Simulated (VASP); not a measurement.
Consider the following.

```
NbN
1.0
    0.00000     2.19500     2.19500
    2.19500     0.00000     2.19500
    2.19500     2.19500     0.00000
Nb N
1 1
Direct
  0.00000   0.00000   0.00000
  0.50000   0.50000   0.50000
```

These are PBE GGA, VASP's PBE PAW potentials (set 64) (plane waves; VASP) values and carry that method's errors. Numerical set-up: 520 eV cut-off, 13×13×13 Γ-centred mesh, first-order Methfessel-Paxton smearing of 0.10 eV, potentials Nb_sv N.

Problem. What does the run give for the energy per atom (σ→0), pressure, band gap (on the k-mesh) with the smallest direct gap where there is one?

Solution. 
* **band gap (on the k-mesh)**: none (metal, semimetal or under 0.01 eV)
* **energy per atom (σ→0)**: -10266 meV/atom
* **pressure**: 6.13 GPa

The compound is NbN in the rock salt structure, the cubic δ form, which competes with hexagonal ones. The cell was not relaxed at this level. VASP warned that the highest band is occupied, so more bands are needed.
